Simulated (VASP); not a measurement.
Given:

```yaml
crystal:
  lattice:
    - [0.00000, 3.29277, 3.29277]
    - [3.29277, 0.00000, 3.29277]
    - [3.29277, 3.29277, 0.00000]
  atoms:
    - { symbol: Hg, position: [0.00000, 0.00000, 0.00000] }
    - { symbol: Te, position: [0.25000, 0.25000, 0.25000] }
```

Method: optB86b-vdW, VASP's PBE PAW potentials (set 64) (plane waves; VASP 6.6.1). Settings: 520 eV cut-off, Gaussian smearing of 0.050 eV, potentials Hg Te.

### Question
Give the energies of bands 2 to 12 at the high-symmetry points, in eV from the Fermi level.

### Answer

| band | Γ | X | U | L | W |
|---|---|---|---|---|---|
| 2 | -7.04 | -6.86 | -6.87 | -6.93 | -6.84 |
| 3 | -7.04 | -6.74 | -6.79 | -6.93 | -6.81 |
| 4 | -7.04 | -6.74 | -6.67 | -6.56 | -6.62 |
| 5 | -6.58 | -6.52 | -6.55 | -6.56 | -6.61 |
| 6 | -6.58 | -6.20 | -6.12 | -6.31 | -6.06 |
| 7 | -0.95 | -5.15 | -5.17 | -5.16 | -5.21 |
| 8 | 0.00 | -2.05 | -2.65 | -0.88 | -2.40 |
| 9 | 0.00 | -2.05 | -1.70 | -0.88 | -2.33 |
| 10 | 0.00 | 1.85 | 2.18 | 0.64 | 2.93 |
| 11 | 4.30 | 2.54 | 3.96 | 5.04 | 4.60 |
| 12 | 4.30 | 7.94 | 6.93 | 5.04 | 5.21 |

It has no gap at this level: it comes out as a metal or semimetal.

The compound is HgTe in the zinc blende structure. It was relaxed first, which changed the volume by +6 %.
